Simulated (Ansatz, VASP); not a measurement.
# BaTiO3: VASP beside Ansatz, part 2 of 2

One calculation is typed for both programs; each brings its own data sets and cutoff. How far apart do they land? The cell is taken from a series of VASP runs on this material, whose earlier steps may have relaxed, scaled or displaced it; both programs get it as it stands.

VASP 6.6.1 and Ansatz 0.2.0.

So far: The starting structure; Ansatz: relaxation of cell and atoms, LDA.

### Step 3. VASP: relaxation of cell and atoms, LDA

Level of this step: LDA, no spin polarisation; plane waves and PAW (Ba_sv_GW, Ti_sv, O) (VASP).

The same cell, functional (in two slightly different forms), mesh and smearing now go to VASP, with its own data sets and cutoff.

Lines of VASP's logs that name or quote its potential files are left out, and so is its time.

INCAR reads:

```
SYSTEM = BaTiO3
PREC = Accurate
ENCUT = 520
EDIFF = 1E-07
NELM = 120
ISMEAR = 0
SIGMA = 0.02
LREAL = .FALSE.
ALGO = Normal
GGA = CA
NBANDS = 26
LASPH = .TRUE.
LORBIT = 11
LWAVE = .FALSE.
LCHARG = .FALSE.
KPAR = 8
IBRION = 2
NSW = 80
ISIF = 3
EDIFFG = -0.005
POTIM = 0.4
```

POSCAR reads:

```
BaTiO3
1.0
    3.9333040755      0.0000000000      0.0000000000
    0.0000000000      3.9333040755      0.0000000000
    0.0000000000      0.0000000000      3.9666517487
Ba Ti O
1 1 3
Direct
    0.0000000000      0.0000000000      0.9981031058
    0.5000000000      0.5000000000      0.5084186893
    0.5000000000      0.5000000000      0.9811776759
    0.5000000000      0.0000000000      0.4861502645
    0.0000000000      0.5000000000      0.4861502645
```

KPOINTS reads:

```
Automatic mesh
0
Gamma
7 7 7
0 0 0
```

The projector-augmented-wave data sets are Ba_sv_GW, Ti_sv and O (LDA family, release 64).

Launch:

```bash
$ mpirun -np 8 vasp_std
```

Numbers of over 12 decimals in the logs are rounded to 6 here.

The program printed:

```text
[banner, memory and clock lines left out]
running    8 mpi-ranks, on    1 nodes
 distrk:  each k-point on    1 cores,    8 groups
 distr:  one band on    1 cores,    1 groups

 POSCAR found type information on POSCAR BaTiO
 POSCAR found :  3 types and       5 ions
|                                                                             |
|           W    W    AA    RRRRR   N    N  II  N    N   GGGG   !!!           |
|           W    W   A  A   R    R  NN   N  II  NN   N  G    G  !!!           |
|           W    W  A    A  R    R  N N  N  II  N N  N  G       !!!           |
|           W WW W  AAAAAA  RRRRR   N  N N  II  N  N N  G  GGG   !            |
|           WW  WW  A    A  R   R   N   NN  II  N   NN  G    G                |
|           W    W  A    A  R    R  N    N  II  N    N   GGGG   !!!           |
|                                                                             |
|     For optimal performance we recommend to set                             |
|       NCORE = 2 up to number-of-cores-per-socket                            |
|     NCORE specifies how many cores store one orbital (NPAR=cpu/NCORE).      |
|     This setting can greatly improve the performance of VASP for DFT.       |
|     The default, NCORE=1 might be grossly inefficient on modern             |
|     multi-core architectures or massively parallel machines. Do your        |
|     Unfortunately you need to use the default for GW and RPA                |
|     calculations (for HF NCORE is supported but not extensively tested      |
|     yet).                                                                   |
|                                                                             |

 LDA part: xc-table for (Slater(with rela. corr.)+CA(PZ))
 , standard interpolation
 POSCAR, INCAR and KPOINTS ok, starting setup
 FFT: planning ... GRIDC
 FFT: planning ... GRID_SOFT
 FFT: planning ... GRID
 WAVECAR not read
 entering main loop
       N       E                     dE             d eps       ncg     rms          rms(c)
DAV:   1     0.541359800288E+03    0.54136E+03   -0.18947E+04  2088   0.170E+03
DAV:   2     0.149083557419E+02   -0.52645E+03   -0.51109E+03  2768   0.477E+02
DAV:   3    -0.550868048135E+02   -0.69995E+02   -0.65234E+02  3342   0.185E+02
DAV:   4    -0.582100736217E+02   -0.31233E+01   -0.31169E+01  3172   0.373E+01
DAV:   5    -0.584295465865E+02   -0.21947E+00   -0.21941E+00  3414   0.712E+00    0.280E+01
DAV:   6    -0.477081622916E+02    0.10721E+02   -0.69781E+01  2854   0.743E+01    0.104E+01
DAV:   7    -0.475343678308E+02    0.17379E+00   -0.14797E+01  2720   0.319E+01    0.191E+01
DAV:   8    -0.476558036977E+02   -0.12144E+00   -0.54299E-01  3182   0.547E+00    0.240E+01
DAV:   9    -0.474232381526E+02    0.23257E+00   -0.16676E-01  2540   0.458E+00    0.221E+01
DAV:  10    -0.473011541096E+02    0.12208E+00   -0.78730E-01  2684   0.911E+00    0.171E+01
DAV:  11    -0.472819810854E+02    0.19173E-01   -0.15088E-01  2952   0.395E+00    0.138E+01
DAV:  12    -0.472748461936E+02    0.71349E-02   -0.14695E-02  3400   0.959E-01    0.133E+01
DAV:  13    -0.472691593813E+02    0.56868E-02   -0.16573E-02  2532   0.121E+00    0.737E+00
DAV:  14    -0.472678147945E+02    0.13446E-02   -0.39556E-03  2692   0.757E-01    0.831E+00
DAV:  15    -0.472656360863E+02    0.21787E-02   -0.28737E-03  2486   0.350E-01    0.554E+00
DAV:  16    -0.472641700507E+02    0.14660E-02   -0.28759E-03  2532   0.300E-01    0.282E+00
DAV:  17    -0.472637728407E+02    0.39721E-03   -0.11067E-03  2712   0.182E-01    0.126E+00
DAV:  18    -0.472637227890E+02    0.50052E-04   -0.12383E-04  3324   0.680E-02    0.618E-01
DAV:  19    -0.472637130701E+02    0.97189E-05   -0.14862E-05  2912   0.250E-02    0.389E-01
DAV:  20    -0.472637094621E+02    0.36081E-05   -0.99679E-06  2986   0.236E-02    0.115E-01
DAV:  21    -0.472637088376E+02    0.62447E-06   -0.13581E-06  2618   0.118E-02    0.632E-02
DAV:  22    -0.472637085023E+02    0.33527E-06   -0.10192E-06  2884   0.830E-03    0.187E-02
DAV:  23    -0.472637084849E+02    0.17443E-07   -0.15395E-07  1900   0.397E-03
   1 F= -.47263708E+02 E0= -.47263708E+02  d E =-.472637E+02
 curvature:   0.00 expect dE= 0.000E+00 dE for cont linesearch  0.000E+00
 trial: gam= 0.00000 g(F)=  0.664E-06 g(S)=  0.540E-06 ort = 0.000E+00 (trialstep = 0.100E+01)
 search vector abs. value=  0.120E-05
 reached required accuracy - stopping structural energy minimisation
```

From OUTCAR (step 3):

```text
ion  position               nearest neighbor table
   1  0.000  0.000  0.998-   4 2.76   5 2.76   5 2.76   4 2.76
   2  0.500  0.500  0.508-   3 1.88   4 1.97   5 1.97   4 1.97   5 1.97   3 2.09
   3  0.500  0.500  0.981-   2 1.88   2 2.09
   4  0.500  0.000  0.486-   2 1.97   2 1.97   1 2.76   1 2.76
   5  0.000  0.500  0.486-   2 1.97   2 1.97   1 2.76   1 2.76

  LATTYP: Found a simple tetragonal cell.
 ALAT       =     3.9333040755
 C/A-ratio  =     1.0084782851

 Subroutine GETGRP returns: Found  8 space group operations
 (whereof  8 operations were pure point group operations)

The static configuration has the point symmetry C_4v.

 Found     40 irreducible k-points:

   k-points           NKPTS =     40   k-points in BZ     NKDIM =     40   number of bands    NBANDS=     26

   dimension x,y,z NGX =    30 NGY =   30 NGZ =   30
   dimension x,y,z NGXF=    60 NGYF=   60 NGZF=   60

   ENCUT  =  520.0 eV  38.22 Ry    6.18 a.u.   7.31  7.31  7.38*2*pi/ulx,y,z

   NELECT =      40.0000    total number of electrons

 k-points in reciprocal lattice and weights: Automatic mesh
   0.00000000  0.00000000  0.00000000       0.003
   0.14285714  0.00000000  0.00000000       0.012
   0.28571429  0.00000000  0.00000000       0.012
   0.42857143  0.00000000  0.00000000       0.012
   0.14285714  0.14285714  0.00000000       0.012
   0.28571429  0.14285714  0.00000000       0.023
   0.42857143  0.14285714  0.00000000       0.023
   0.28571429  0.28571429  0.00000000       0.012
   0.42857143  0.28571429  0.00000000       0.023
[...]
0.42857143  0.28571429  0.42857143       0.047
   0.42857143  0.42857143  0.42857143       0.023

 average (electrostatic) potential at core
       1 -68.3186       2 -74.8328       3 -68.9139       4 -68.8405       5 -68.8405

 E-fermi :   5.5517

 k-point     1 :       0.0000    0.0000    0.0000
  band No.  band energies     occupation
    ...
     16       4.2083      2.00000
     17       4.2712      2.00000
     18       5.3361      2.00000
     19       5.3387      2.00000
     20       5.3387      2.00000
     21       7.3463      0.00000
     22       7.5245      0.00000
     23       7.5245      0.00000
     24       9.8972      0.00000
     25       9.9326      0.00000
    ...

 k-point     2 :       0.1429    0.0000    0.0000
  band No.  band energies     occupation
    ...
     16       3.9982      2.00000
     17       4.1283      2.00000
     18       4.8576      2.00000
     19       5.1592      2.00000
     20       5.2485      2.00000
     21       7.5438      0.00000
     22       7.7916      0.00000
     23       7.8503      0.00000
     24       9.9287      0.00000
     25      10.4618      0.00000
    ...

 k-point     3 :       0.2857    0.0000    0.0000
  band No.  band energies     occupation
    ...
     16       3.7197      2.00000
     17       3.7959      2.00000
     18       4.1292      2.00000
     19       4.8661      2.00000
     20       4.9579      2.00000
     21       7.5988      0.00000
     22       8.6050      0.00000
     23       8.6108      0.00000
     24       9.9302      0.00000
     25      11.3392      0.00000
    ...

  Total        0.0058716      0.0058716      0.0009997      0.0000000      0.0000000      0.0000000
  in kB        0.1532959      0.1532959      0.0261012      0.0000000      0.0000000      0.0000000
  external PRESSURE =       0.1108977 kB  Pullay stress =       0.0000000 kB

  energy-cutoff  :      520.00
  volume of cell :       61.37
      direct lattice vectors                 reciprocal lattice vectors
     3.933304076  0.000000000  0.000000000     0.254239179  0.000000000  0.000000000
     0.000000000  3.933304076  0.000000000     0.000000000  0.254239179  0.000000000
     0.000000000  0.000000000  3.966651749     0.000000000  0.000000000  0.252101788

 POSITION                                       TOTAL-FORCE (eV/Angst)
 -----------------------------------------------------------------------------------
      0.00000      0.00000      3.95913        -0.000000      0.000000     -0.001376
      1.96665      1.96665      2.01672        -0.000000      0.000000     -0.001200
      1.96665      1.96665      3.89199        -0.000000     -0.000000     -0.001931
      1.96665      0.00000      1.92839         0.000000      0.000000      0.002253
      0.00000      1.96665      1.92839        -0.000000      0.000000      0.002253
 -----------------------------------------------------------------------------------
    total drift:                                0.000000      0.000000      0.000004

  FREE ENERGIE OF THE ION-ELECTRON SYSTEM (eV)
  ---------------------------------------------------
  free  energy   TOTEN  =       -47.2637084849 eV

  energy  without entropy=      -47.2637084849  energy(sigma->0) =      -47.26370848

 reached required accuracy - stopping structural energy minimisation

 total charge
# of ion       s       p       d       f       tot
--------------------------------------------------
    1        2.490   5.725   0.347   0.090   8.652
    2        2.229   6.308   1.793   0.000  10.329
    3        1.556   3.463   0.000   0.000   5.019
    4        1.554   3.464   0.000   0.000   5.019
    5        1.554   3.464   0.000   0.000   5.019
--------------------------------------------------
tot          9.383  22.424   2.140   0.090  34.037

[... 3 further parts left out ...]
```

The run keeps the 8 symmetry operations of its start, so it cannot find a distortion of lower symmetry.

### Step 4. Differences

Known differences besides the potentials themselves: the two LDA forms differ slightly; both relaxations stop at a tolerance, which leaves soft axes loose, and VASP keeps its plane-wave basis; the cutoff is 420 eV in Ansatz and 520 eV in VASP; VASP's log shows a relativistic correction to its local exchange, Ansatz's none; Ansatz adds a Pulay correction to the stress that steers its cell, VASP none. Total energies have different zeros and are not compared.

Compared:

| quantity | Ansatz | VASP | difference |
| --- | --- | --- | --- |
| volume (Å³) | 61.27 | 61.37 | -0.16 % |
| edge a after relaxation, in the typed setting (Å) | 3.927 | 3.933 | -0.17 % |
| edge c after relaxation, in the typed setting (Å) | 3.974 | 3.967 | +0.18 % |

The walks stopped with -0.02 GPa left in Ansatz and 0.01 GPa in VASP; each walk ends within a tolerance, so the volume difference is uncertain by about these residues over the bulk modulus, most in soft cells.

### Step 5. Summary of results

```yaml
difference_in_edge_c_after_relaxation_in_the_typed_setting_relaxation_of_cell_and_atoms_lda: 0.18 %
```

In words: The difference in edge c after relaxation, in the typed setting is 0.18 % (relaxation of cell and atoms, LDA), within the 1.2 % picked in this series as the mark of a large difference, as far as the stopping tolerances let one tell. Such differences can come from data sets, numerical settings and the points named under the comparisons, not from the functional's error against experiment.

[Lines on the potential files, build, host, timing and source positions are cut from VASP's logs without a mark.]

[Logs are printed without paths, hosts, clocks, repeated set-up lines and the standing remarks that a program may print on its own settings, such as how far it seeks lower states.]

[Hosts, paths, dates, database ids (printed as entryN), source tags and the programs' standing remarks are cut or masked in the printed files.]
